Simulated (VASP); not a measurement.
BP (zinc blende): the LDA gap over mesh and path against the volume, with the cell scaled uniformly; LDA's own equilibrium is at 11.312 Å³/atom. VASP (PAW), 520 eV cut-off, 11×11×11 Γ-centred mesh, Gaussian smearing of 0.050 eV, potentials B P.  Fit the value as a straight line in ln V.

| V (Å³/atom) | LDA gap over mesh and path (eV) |
|---|---|
| 9.955 | 0.966 |
| 10.294 | 1.016 |
| 10.634 | 1.064 |
| 10.973 | 1.109 |
| 11.312 | 1.150 |
| 11.652 | 1.185 |

Question: Fit the rows as the text says and predict the value at 11.991.

Answer: The slope against ln V is 1.40 eV, the volume deformation potential of this gap. The line misses the rows by up to 0.005 and gives 1.230 at 11.991. The run gave 1.218, -0.012 from the line.

Left out are failed runs and those whose mesh is unfit for this quantity.

The compound is BP in the zinc blende structure.
